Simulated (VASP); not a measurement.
# SnSe2: how cutoff and mesh change the relaxed cell, part 2 of 2

How far does the relaxed cell of SnSe2 depend on cutoff and k mesh? The starting structure is a measured crystal structure from the Crystallography Open Database.

VASP 6.6.1.

Results so far: reference 25.91 Å³ an atom; a cutoff of 240 eV 25.51 Å³ an atom; a 4×4×2 mesh 25.74 Å³ an atom.

### 5. Relaxation with a cutoff of 410 eV

Level of this step: PBEsol; plane waves and PAW (Sn_d, Se) (VASP).

Against step 2 the input has ENCUT = 410.

INCAR reads:

```
SYSTEM = SnSe2
PREC = Accurate
ENCUT = 410
EDIFF = 1E-06
NELM = 100
ISMEAR = 0
SIGMA = 0.03
LREAL = .FALSE.
ALGO = Normal
GGA = PS
NBANDS = 19
LORBIT = 11
LWAVE = .FALSE.
LCHARG = .FALSE.
KPAR = 2
IBRION = 2
NSW = 50
ISIF = 3
EDIFFG = -0.01
```

POSCAR reads:

```
SnSe2
1.0
    3.8108000000      0.0000000000      0.0000000000
   -1.9054000000      3.3002496087      0.0000000000
    0.0000000000      0.0000000000      6.1410000000
Sn Se
1 2
Direct
    0.0000000000      0.0000000000      0.0000000000
    0.6666666667      0.3333333333      0.7508000000
    0.3333333333      0.6666666667      0.2492000000
```

KPOINTS reads:

```
Automatic mesh
0
Gamma
6 6 4
0 0 0
```

Potentials, in the order of the species: Sn_d and Se (PBE family, release 64).

Launch:

```
$ mpirun -np 2 vasp_std
```

The program printed:

```text
[... set-up lines as in an earlier step ...]
 entering main loop
       N       E                     dE             d eps       ncg     rms          rms(c)
DAV:   1     0.182922399955E+03    0.18292E+03   -0.10754E+04   924   0.134E+03
DAV:   2     0.712071478246E+01   -0.17580E+03   -0.17018E+03   970   0.335E+02
DAV:   3    -0.126090386151E+02   -0.19730E+02   -0.19336E+02  1152   0.109E+02
DAV:   4    -0.132078378219E+02   -0.59880E+00   -0.59793E+00  1068   0.201E+01
[...]
DAV:  10    -0.129329766602E+02   -0.41315E-05   -0.88972E-05  1212   0.634E-02    0.283E-02
DAV:  11    -0.129329908812E+02   -0.14221E-04   -0.20804E-05   978   0.267E-02    0.484E-03
DAV:  12    -0.129329913730E+02   -0.49179E-06   -0.11406E-06   868   0.872E-03
   1 F= -.12932991E+02 E0= -.12932991E+02  d E =-.129330E+02
[... from here on, the cycles between the ionic steps are left out ...]
   2 F= -.12943764E+02 E0= -.12943764E+02  d E =-.107731E-01
   3 F= -.12963468E+02 E0= -.12963468E+02  d E =-.304766E-01
   4 F= -.12963465E+02 E0= -.12963465E+02  d E =-.304737E-01
   5 F= -.12965822E+02 E0= -.12965822E+02  d E =-.235738E-02
   6 F= -.12966374E+02 E0= -.12966374E+02  d E =-.290918E-02
   7 F= -.12966391E+02 E0= -.12966391E+02  d E =-.292638E-02
   8 F= -.12966393E+02 E0= -.12966393E+02  d E =-.292801E-02
   9 F= -.12966556E+02 E0= -.12966556E+02  d E =-.163272E-03
  10 F= -.12966901E+02 E0= -.12966901E+02  d E =-.507588E-03
  11 F= -.12966918E+02 E0= -.12966918E+02  d E =-.524506E-03
  12 F= -.12967021E+02 E0= -.12967021E+02  d E =-.628249E-03
  13 F= -.12967062E+02 E0= -.12967062E+02  d E =-.410279E-04
  14 F= -.12967182E+02 E0= -.12967182E+02  d E =-.160520E-03
  15 F= -.12967402E+02 E0= -.12967402E+02  d E =-.380746E-03
  16 F= -.12967765E+02 E0= -.12967765E+02  d E =-.744014E-03
  17 F= -.12968155E+02 E0= -.12968155E+02  d E =-.113330E-02
  18 F= -.12968175E+02 E0= -.12968175E+02  d E =-.115383E-02
[...]
reached required accuracy - stopping structural energy minimisation
```

The job ended after 1.7 min (2 MPI ranks of Intel Xeon Platinum 8259CL at 2.50GHz (Skylake/Cascade Lake), shared host; peak memory 0.37 GiB; 3.4 min of CPU time).

OUTCAR, selected parts (step 5):

```text
  Total        0.0136173      0.0136173     -0.0214734     -0.0000000      0.0000000      0.0000000
  in kB        0.2812877      0.2812877     -0.4435698     -0.0000000      0.0000000      0.0000000
  external PRESSURE =       0.0396686 kB  Pullay stress =       0.0000000 kB

 POSITION                                       TOTAL-FORCE (eV/Angst)
 -----------------------------------------------------------------------------------
      0.00000     -0.00000     -0.00000        -0.000000     -0.000000      0.000000
      1.91138      1.10354      4.54198        -0.000000     -0.000000      0.008956
     -0.00000      2.20708      1.58665         0.000000      0.000000     -0.008956
 -----------------------------------------------------------------------------------
    total drift:                               -0.000000     -0.000000     -0.000000

  FREE ENERGIE OF THE ION-ELECTRON SYSTEM (eV)
  ---------------------------------------------------
  free  energy   TOTEN  =       -12.9681751175 eV

  energy  without entropy=      -12.9681751175  energy(sigma->0) =      -12.96817512

[... 2 parts as in an earlier step ...]

[... 2 further parts left out ...]
[key lines of the parts left out:]
E-fermi :   4.2150
```

With a cutoff of 410 eV the cell ends at 25.854 Å³ an atom, -0.20 % from the reference.

### 6. Relaxation with a 10×10×6 mesh

Against step 2 the input has a 10×10×6 mesh.

INCAR, as its differences from that of step 5:

```diff
@@ -2,3 +2,3 @@
 PREC = Accurate
-ENCUT = 410
+ENCUT = 450
 EDIFF = 1E-06
```

POSCAR is that of step 5.

KPOINTS reads:

```
Automatic mesh
0
Gamma
10 10 6
0 0 0
```

Launch:

```
$ mpirun -np 2 vasp_std
```

The program printed:

```text
[... set-up lines as in an earlier step ...]
 entering main loop
       N       E                     dE             d eps       ncg     rms          rms(c)
DAV:   1     0.190684738123E+03    0.19068E+03   -0.11464E+04  2775   0.141E+03
DAV:   2     0.740023742544E+01   -0.18328E+03   -0.17776E+03  3007   0.350E+02
DAV:   3    -0.125496273162E+02   -0.19950E+02   -0.19466E+02  3313   0.110E+02
DAV:   4    -0.132144412594E+02   -0.66481E+00   -0.66325E+00  3264   0.211E+01
[...]
DAV:  10    -0.129449296253E+02   -0.43210E-05   -0.91201E-05  3649   0.648E-02    0.282E-02
DAV:  11    -0.129449432317E+02   -0.13606E-04   -0.20459E-05  2946   0.268E-02    0.486E-03
DAV:  12    -0.129449437185E+02   -0.48684E-06   -0.11590E-06  2475   0.882E-03
   1 F= -.12944944E+02 E0= -.12944944E+02  d E =-.129449E+02
[... from here on, the cycles between the ionic steps are left out ...]
   2 F= -.12957187E+02 E0= -.12957187E+02  d E =-.122433E-01
   3 F= -.12976290E+02 E0= -.12976290E+02  d E =-.313465E-01
   4 F= -.12979168E+02 E0= -.12979168E+02  d E =-.287761E-02
   5 F= -.12979741E+02 E0= -.12979741E+02  d E =-.345039E-02
   6 F= -.12979749E+02 E0= -.12979749E+02  d E =-.345915E-02
   7 F= -.12979870E+02 E0= -.12979870E+02  d E =-.120469E-03
   8 F= -.12979895E+02 E0= -.12979895E+02  d E =-.145290E-03
   9 F= -.12979965E+02 E0= -.12979965E+02  d E =-.699241E-04
  10 F= -.12980153E+02 E0= -.12980153E+02  d E =-.258041E-03
  11 F= -.12980450E+02 E0= -.12980450E+02  d E =-.555413E-03
  12 F= -.12980712E+02 E0= -.12980712E+02  d E =-.817393E-03
  13 F= -.12980834E+02 E0= -.12980834E+02  d E =-.122215E-03
  14 F= -.12981014E+02 E0= -.12981014E+02  d E =-.301772E-03
  15 F= -.12980889E+02 E0= -.12980889E+02  d E =-.176467E-03
  16 F= -.12981044E+02 E0= -.12981044E+02  d E =-.332240E-03
  17 F= -.12981104E+02 E0= -.12981104E+02  d E =-.595509E-04
  18 F= -.12981113E+02 E0= -.12981113E+02  d E =-.689808E-04
[...]
reached required accuracy - stopping structural energy minimisation
```

Wall time 4.5 min (2 MPI ranks); peak memory 0.46 GiB.

Parts of OUTCAR (step 6):

```text
  Total       -0.0095704     -0.0095704      0.0114372      0.0000000      0.0000000      0.0000000
  in kB       -0.1974360     -0.1974360      0.2359474      0.0000000      0.0000000      0.0000000
  external PRESSURE =      -0.0529748 kB  Pullay stress =       0.0000000 kB

 POSITION                                       TOTAL-FORCE (eV/Angst)
 -----------------------------------------------------------------------------------
      0.00000      0.00000      0.00000         0.000000      0.000000      0.000000
      1.91076      1.10318      4.55312        -0.000000      0.000000     -0.000436
     -0.00000      2.20636      1.58748         0.000000     -0.000000      0.000436
 -----------------------------------------------------------------------------------
    total drift:                                0.000000      0.000000      0.000000

  FREE ENERGIE OF THE ION-ELECTRON SYSTEM (eV)
  ---------------------------------------------------
  free  energy   TOTEN  =       -12.9811132680 eV

  energy  without entropy=      -12.9811132680  energy(sigma->0) =      -12.98111327

[... 1 part as in an earlier step ...]

[... 3 further parts left out ...]
[key lines of the parts left out:]
E-fermi :   4.2037
```

With a 10×10×6 mesh the cell ends at 25.888 Å³ an atom, -0.07 % from the reference.

### 7. Comparison

```
               run  volume (Å³/atom)  change (%)  pressure left (GPa)  core minutes
         reference            25.906           -                  0.0          4.27
a cutoff of 240 eV            25.509       -1.53                -0.02          1.23
      a 4×4×2 mesh            25.737       -0.65                  0.0           1.5
a cutoff of 410 eV            25.854        -0.2                  0.0           3.4
    a 10×10×6 mesh            25.888       -0.07                -0.01          9.03
```

Core minutes are wall time times ranks, summed over the relaxations behind a row (those for a bulk modulus apart), on shared hosts.

### 8. Summary of results

* volume of the reference: 25.91 Å³/atom
* volume against the reference, a cutoff of 240 eV: -1.53 %
* volume against the reference, a 4×4×2 mesh: -0.65 %
* volume against the reference, a cutoff of 410 eV: -0.20 %
* volume against the reference, a 10×10×6 mesh: -0.07 %

In words: The volume moves most with a cutoff of 240 eV: -1.53 %, a by -0.1 % and c by -1.3 % against the reference (450 eV, 6×6×4 mesh). On finer settings it changes by -0.07 % with a 10×10×6 mesh. The axes move most with a 4×4×2 mesh: a by +1.0 % and c by -2.6 %, which partly cancels in the volume. The bonds form layers, and no dispersion term is on, so the spacing between them is unreliable throughout. A cell that shrinks at the lower cutoff is the usual mark of Pulay stress, the error that a plane-wave basis makes when it is kept while the volume changes. Further runs on this material are not shown.

[Lines on the potential files, build, host, timing and source positions are cut from VASP's logs without a mark.]

[Logs are printed without paths, hosts, clocks, repeated set-up lines and the standing remarks that a program may print on its own settings, such as how far it seeks lower states.]

[Hosts, paths, dates, database ids (printed as entryN), source tags and the programs' standing remarks are cut or masked in the printed files.]
